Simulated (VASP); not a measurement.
Input:

```
CELL_PARAMETERS angstrom
      1.77634    -3.07671     0.00000
      1.77634     3.07671     0.00000
      0.00000     0.00000     4.39048
ATOMIC_POSITIONS crystal
  Pt 0.00000 0.00000 0.00000
  S  0.33333 0.66667 0.27047
  S  0.66667 0.33333 0.72953
```

Calculation: PBEsol GGA, VASP's PBE PAW potentials (set 64) (plane waves; VASP). Run with 500 eV cut-off, 10×10×7 Γ-centred mesh, first-order Methfessel-Paxton smearing of 0.10 eV, potentials Pt S.

Without a dispersion term in the relaxation, distances and binding between the weakly bound layers, chains or molecules are unreliable, and so is what depends on them.

### Question
The ions, cell shape and volume at an external pressure of 5.0 GPa are relaxed. Give the cell that the relaxation ends in.

### Answer

```
CELL_PARAMETERS angstrom
      1.77798    -3.07955     0.00000
      1.77798     3.07955     0.00000
      0.00000     0.00000     4.35364
ATOMIC_POSITIONS crystal
  Pt 0.00000 0.00000 0.00000
  S  0.33333 0.66667 0.27260
  S  0.66667 0.33333 0.72740
```
Space group P-3m1 (164), at a tolerance of 0.03 Å.

### Question
How do energy and volume change from the first to the last step?

### Answer
The energy (σ→0) changes by +3.0 meV/atom and the volume by -0.7 %, in 5 ionic steps.

| step | E(σ→0) (eV) | max force (eV/Å) | pressure (GPa) | volume (Å³) |
|---|---|---|---|---|
| 1 | -16.9444 | 0.039 | 4.87 | 47.99 |
| 2 | -16.9419 | 0.035 | 5.00 | 47.90 |
| 3 | -16.9393 | 0.032 | 5.11 | 47.81 |
| 4 | -16.9339 | 0.024 | 5.31 | 47.63 |
| 5 | -16.9354 | 0.016 | 4.89 | 47.68 |

The compound is PtS2 in the 1T layered structure. This run relaxes it under an external pressure of 5 GPa. Symmetry was kept, so distortions that lower it aren't found.
